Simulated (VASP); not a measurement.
Consider the following.

```cif
data_Sr4
_chemical_formula_sum 'Sr4'
_space_group_name_H-M_alt 'Fm-3m'
_space_group_IT_number 225
_space_group_name_Hall '-F 4 2 3'
_cell_length_a 5.90947
_cell_length_b 5.90947
_cell_length_c 5.90947
_cell_angle_alpha 90.000
_cell_angle_beta 90.000
_cell_angle_gamma 90.000
loop_
_atom_site_label
_atom_site_type_symbol
_atom_site_symmetry_multiplicity
_atom_site_Wyckoff_symbol
_atom_site_fract_x
_atom_site_fract_y
_atom_site_fract_z
_atom_site_occupancy
Sr1 Sr 4 a 0.00000 0.00000 0.00000 1
```
(The calculation used a cell of 1 atom; values per cell refer to that cell.)

These are PBEsol GGA, VASP's PBE PAW potentials (set 64) (plane waves; VASP) values and carry that method's errors. Numerical set-up: 480 eV cut-off, 8×8×8 Γ-centred mesh, Gaussian smearing of 0.050 eV, potentials Sr_sv.

Each relaxation starts from this cell; other phases were not tried.

Q: The cell is relaxed at 2 GPa. What happens?

A: The volume per atom goes from 51.59 to 45.58 Å³ (-11.7 %), and the cell becomes a = b = c = 5.6702 Å, α = β = γ = 90.00°, space group Fm-3m.

Q: The cell is relaxed at 10 GPa. What happens?

A: The volume per atom goes from 51.59 to 34.15 Å³ (-33.8 %), and the cell becomes a = b = c = 5.1500 Å, α = β = γ = 90.00°, space group Fm-3m.

Failed runs are left out, and for metals the shear rows, which the mesh's noise covers.

The compound is Sr in the fcc structure.
